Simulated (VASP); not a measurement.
Given:

```xyz
8
Lattice="4.2656 0.0000 0.0000 0.0000 2.7090 0.0000 0.0000 0.0000 24.3783" Properties=species:S:1:pos:R:3 pbc="T T T"
Ru     1.0664     1.3545     9.0611
Ru     3.1992     0.0000     8.2791
Ru     1.0664     0.0000    11.4071
Ru     3.1992     1.3545    10.6251
Ru     1.0664     1.3545    13.7531
Ru     3.1992     0.0000    12.9711
Ru     1.0664     0.0000    16.0992
Ru     3.1992     1.3545    15.3172
```

Method: r2SCAN meta-GGA, VASP's PBE PAW potentials (set 64) (plane waves; VASP 6.6.1). Run with PREC = Normal, EDIFF = 1E-5, 400 eV cut-off, 7×10×1 Γ-centred mesh, first-order Methfessel-Paxton smearing of 0.10 eV, potentials Ru_pv.

Task: The ions are relaxed. Which structure does the run end with?

Result: 
```xyz
8
Lattice="4.2656 0.0000 0.0000 0.0000 2.7090 0.0000 0.0000 0.0000 24.3783" Properties=species:S:1:pos:R:3 pbc="T T T"
Ru     1.0664     1.3545     9.0547
Ru     3.1992     2.7090     8.4130
Ru     1.0664     0.0000    11.3625
Ru     3.1992     1.3545    10.6126
Ru     1.0664     1.3545    13.7656
Ru     3.1992     2.7090    13.0158
Ru     1.0664     2.7090    15.9653
Ru     3.1992     1.3545    15.3236
```

Task: How much energy does the relaxation gain?

Result: The energy (σ→0) changes by -19.8 meV/atom, in 10 ionic steps.

The cell is a thin slab with vacuum, built from Ru (hcp): (100) face.
